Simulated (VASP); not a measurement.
Given:

```
Al
1.0
    2.70076     0.00000     0.00000
    0.00000     2.70076     0.00000
    0.00000     0.00000     2.70076
Al
1
Cartesian
  0.00000   0.00000   0.00000
```

Method: PBEsol GGA, VASP's PBE PAW potentials (set 64) (plane waves; VASP). Run with 400 eV cut-off, Gaussian smearing of 0.050 eV, potentials Al.

Question: Give the energies of bands 1 to 4 at the high-symmetry points, in eV from the Fermi level.

Answer: 
```
band      Γ      X      M     R
----  -----  -----  -----  ----
1     -9.64  -5.19  -0.51  2.99
2      8.09  -4.15  -0.51  2.99
3      8.09  10.69  -0.15  2.99
4      9.32  12.94   2.16  5.62
```

It has no gap at this level: it comes out as a metal or semimetal.

The structure was generated: Al was put into the simple-cubic type (Pm-3m), which need not be its known phase. It was relaxed first, which changed the volume by +6 %.
